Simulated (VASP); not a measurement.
Here is the system:

```
CELL_PARAMETERS angstrom
     -3.30259     3.30259     3.00581
      3.30259    -3.30259     3.00581
      3.30259     3.30259    -3.00581
ATOMIC_POSITIONS crystal
  Hf 0.00000 0.00000 0.00000
  Hf 0.75000 0.25000 0.50000
  Si 0.25000 0.75000 0.50000
  Si 0.50000 0.50000 0.00000
  O  0.13409 0.31920 0.81489
  O  0.06920 0.75431 0.68511
  O  0.50431 0.31920 0.18511
  O  0.06920 0.38409 0.31489
  O  0.61591 0.93080 0.68511
  O  0.68080 0.86591 0.18511
  O  0.24569 0.93080 0.31489
  O  0.68080 0.49569 0.81489
```

All values below come from PBE GGA, VASP's PBE PAW potentials (set 64) (plane waves; VASP). Settings: 400 eV cut-off, 4×4×4 Γ-centred mesh shifted by (0.5, 0.5, 0.5), Gaussian smearing of 0.27 eV, potentials Hf_pv Si O.

At this cut-off the stress carries a Pulay error, which pulls relaxed volumes low.

### Question
The ions, cell shape and volume are relaxed. Predict the relaxed structure.

### Answer

```
CELL_PARAMETERS angstrom
     -3.28085     3.28085     2.98912
      3.28085    -3.28085     2.98912
      3.28085     3.28085    -2.98912
ATOMIC_POSITIONS crystal
  Hf 0.00000 0.00000 0.00000
  Hf 0.75000 0.25000 0.50000
  Si 0.25000 0.75000 0.50000
  Si 0.50000 0.50000 0.00000
  O  0.13318 0.31871 0.81448
  O  0.06871 0.75423 0.68552
  O  0.50423 0.31871 0.18552
  O  0.06871 0.38318 0.31448
  O  0.61682 0.93129 0.68552
  O  0.68129 0.86682 0.18552
  O  0.24577 0.93129 0.31448
  O  0.68129 0.49577 0.81448
```
Space group I4_1/amd (141), at a tolerance of 0.03 Å.

### Question
How do energy and volume change from the first to the last step?

### Answer
The energy (σ→0) changes by -3.4 meV/atom and the volume by -1.9 %, in 8 ionic steps.

The structure comes from a computed database's HfSiO4 entry; how it stands against other phases isn't given here. This run relaxes it. Symmetry was kept, so distortions that lower it aren't found. The run is one of a series of settings (EDIFFG = -0.01, IBRION = 2, ISIF = 3, NSW = 50, SIGMA = 0.272, KPOINTS 4×4×4 Γ-centred mesh shifted by (0.5, 0.5, 0.5) against the base run), some of them coarse on purpose.
